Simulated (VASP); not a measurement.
Data:

```xyz
2
Lattice="0.0000 2.3932 2.3932 2.3932 0.0000 2.3932 2.3932 2.3932 0.0000" Properties=species:S:1:pos:R:3 pbc="T T T"
B      0.0000     0.0000     0.0000
As     1.1966     1.1966     1.1716
```

Computed with r2SCAN meta-GGA, VASP's PBE PAW potentials (set 64) (plane waves; VASP 6.6.1). Run with 600 eV cut-off, 10×10×10 Γ-centred mesh, Gaussian smearing of 0.050 eV, potentials B As.

Task: Which forces act on the atoms, in eV/Å?

Result: 
```
atom     Fx     Fy      Fz
----  -----  -----  ------
B1    0.000  0.000  -0.425
As2   0.000  0.000   0.425
```

Task: Give the stress tensor in GPa (positive for a compressed cell).

Result: 
```
0.07  0.98  0.00
0.98  0.07  0.00
0.00  0.00  0.02
```
The pressure is its mean diagonal, 0.05 GPa.

The compound is BAs in the zinc blende structure. This cell was strained or had an atom moved on purpose.
